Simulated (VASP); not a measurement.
Given:

```
CELL_PARAMETERS angstrom
      2.71820     0.00000     0.00000
      0.00000     2.71820     0.00000
      0.00000     0.00000     3.50978
ATOMIC_POSITIONS crystal
  Cu 0.00000 0.00000 0.00000
  Au 0.50000 0.50000 0.50000
```

Level of theory: PBEsol GGA, VASP's PBE PAW potentials (set 64) (plane waves; VASP). Settings: 500 eV cut-off, 13×13×10 Γ-centred mesh, first-order Methfessel-Paxton smearing of 0.10 eV, potentials Cu Au.

Unless said otherwise, spin-orbit coupling is left out, though it shifts the bands of the heavy elements here.

Q: Predict the energy per atom (σ→0), pressure, band gap (on the k-mesh) with the smallest direct gap where there is one.

A: 
```json
{
 "band gap (on the k-mesh)": "none (metal, semimetal or under 0.01 eV)",
 "energy per atom (σ→0)": "-4.105 eV/atom",
 "pressure": "19.92 GPa"
}
```

Only differences to runs with the same potentials and settings are physical.

The compound is CuAu in the L1_0 structure. It was relaxed first under an external pressure of 20 GPa.
